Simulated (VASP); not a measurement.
All values below come from PBEsol GGA, VASP's PBE PAW potentials (set 64) (plane waves; VASP).

Input for VASP

**KPOINTS**
```
Automatic mesh
0
Gamma
7 7 4
0 0 0
```

INCAR:
```
SYSTEM = Cs
PREC = Accurate
ENCUT = 400
EDIFF = 1E-6
NELM = 100
ALGO = Normal
LREAL = .FALSE.
LASPH = .TRUE.
ISMEAR = 1
SIGMA = 0.1
GGA = PS
LMAXMIX = 4
LWAVE = .FALSE.
LCHARG = .FALSE.
IBRION = 2
ISIF = 3
NSW = 60
EDIFFG = -0.01
```

**POSCAR**
```
Cs
1
    5.4003180000     0.0000000000     0.0000000000
   -2.7001590000     4.6768130000     0.0000000000
    0.0000000000     0.0000000000     8.7679240000
Cs
2
Direct
  0.3333330000   0.6666670000   0.2500000000
  0.6666670000   0.3333330000   0.7500000000
```

POTCAR, in this order: Cs_sv (PBE.64 set). Program: vasp_std.

Unless said otherwise, spin-orbit coupling is left out, though it shifts the bands of the heavy elements here.

Task: Estimate the energy per atom (σ→0), volume per atom, band gap (on the k-mesh).

Result: 
The energy per atom (σ→0) is -0.945 eV/atom and the band gap (on the k-mesh) is none (metal, semimetal or under 0.01 eV). The volume per atom comes out as 108.62 Å³/atom.

OSZICAR:
```
...
       N       E                     dE             d eps       ncg     rms          rms(c)
DAV:   1    -0.191269257546E+01   -0.23898E-01   -0.55425E-01   624   0.446E+00    0.636E-01
DAV:   2    -0.189565701314E+01    0.17036E-01   -0.26946E-02   624   0.971E-01    0.307E-01
DAV:   3    -0.188930448095E+01    0.63525E-02   -0.22358E-02   644   0.832E-01    0.713E-02
DAV:   4    -0.188935919212E+01   -0.54711E-04   -0.67156E-04   684   0.125E-01    0.322E-02
DAV:   5    -0.188935285210E+01    0.63400E-05   -0.64130E-05   824   0.477E-02    0.716E-03
DAV:   6    -0.188935255141E+01    0.30069E-06   -0.24196E-06   507   0.993E-03
   3 F= -.18893526E+01 E0= -.18893638E+01  d E =-.895628E-03
```

The structure was generated: Cs was put into the hcp type (P6_3/mmc), which need not be its known phase. This run relaxes it. Symmetry was kept, so distortions that lower it aren't found.
